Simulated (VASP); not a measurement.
Here is the system:

```
Al
1.0
    0.00000     1.99024     1.99024
    1.99024     0.00000     1.99024
    1.99024     1.99024     0.00000
Al
1
Direct
  0.00000   0.00000   0.00000
```

Method: LDA (Ceperley-Alder, Perdew-Zunger), VASP's LDA PAW potentials (set 64) (plane waves; VASP 6.6.1). Run with 520 eV cut-off, 16×16×16 Γ-centred mesh, first-order Methfessel-Paxton smearing of 0.10 eV, potentials Al.

Question: The job: Al (fcc), 1 atom, LDA, static run, 520 eV, 16×16×16 Γ-centred mesh. Roughly how much core time does it take on a busy server core?

Answer: About 7 core-seconds (one run on a shared machine, a rough figure). It had 145 irreducible k-points, 5 bands, up to 444 plane waves and 10 electronic steps.

The compound is Al in the fcc structure. It was relaxed first, which changed the volume by -5 %.
